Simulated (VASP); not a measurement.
VASP ran on this input.

KPOINTS:
```
K-points
0
gamma
  9 9 9
```

### INCAR
```
SYSTEM  =  Ta3Ge
PREC  =  Accurate; ENCUT  =  400; LREAL  =  .FALSE.
LASPH  =  .TRUE.
EDIFF  =  1E-7; NELM  =  100; ALGO  =  Normal
LMAXMIX  =  6
ISMEAR  =  -5
GGA  =  PS
ISIF  =  2
LWAVE  =  .FALSE.; LCHARG  =  .TRUE.; LORBIT  =  11
NEDOS  =  601
LEFG  =  .TRUE.
```

POSCAR:
```
Ta3Ge
1
   -0.0000000000     3.2281900371     3.2281900371
    3.2281900371    -0.0000000000     3.2281900371
    3.2281900371     3.2281900371    -0.0000000000
Ge Ta
1 3
Direct
  0.0000000000   0.0000000000   0.0000000000
  0.5000000000   0.5000000000   0.5000000000
  0.2500000000   0.2500000000   0.2500000000
  0.7500000000   0.7500000000   0.7500000000
```

POTCAR, in this order: Ge_d Ta_pv (PBE.64 set). Program: vasp_std.

Question: Translate this PBEsol calculation to Quantum ESPRESSO's pw.x.

Answer: One equivalent input (not run):
```
&CONTROL
  calculation = 'scf'
  pseudo_dir = './pseudo'
  outdir = './out'
  tprnfor = .true.
  tstress = .true.
/
&SYSTEM
  ibrav = 0
  nat = 4
  ntyp = 2
  ecutwfc = 78
  occupations = 'tetrahedra'
  input_dft = 'pbesol'
/
&ELECTRONS
  conv_thr = 7.3e-09
  electron_maxstep = 100
/
ATOMIC_SPECIES
  Ge 72.630 Ge.upf
  Ta 180.948 Ta.upf
CELL_PARAMETERS angstrom
    -0.0000000    3.2281900    3.2281900
     3.2281900   -0.0000000    3.2281900
     3.2281900    3.2281900   -0.0000000
ATOMIC_POSITIONS crystal
  Ge   0.0000000  0.0000000  0.0000000
  Ta   0.5000000  0.5000000  0.5000000
  Ta   0.2500000  0.2500000  0.2500000
  Ta   0.7500000  0.7500000  0.7500000
K_POINTS automatic
  9 9 9 0 0 0
```
What does not carry over: the potentials are each code's own (VASP's PAW set, PseudoDojo norm-conserving files in pw.x), so ENCUT and ecutwfc are chosen apart and not converted; conv_thr bounds pw.x's estimated SCF error, while EDIFF bounds the energy change between steps; the field gradients of LEFG aren't asked of the other code.

The structure was generated: Ta3Ge was put into the D03 type (Fm-3m), which need not be its known phase. It was relaxed first, which changed the volume by -19 %.
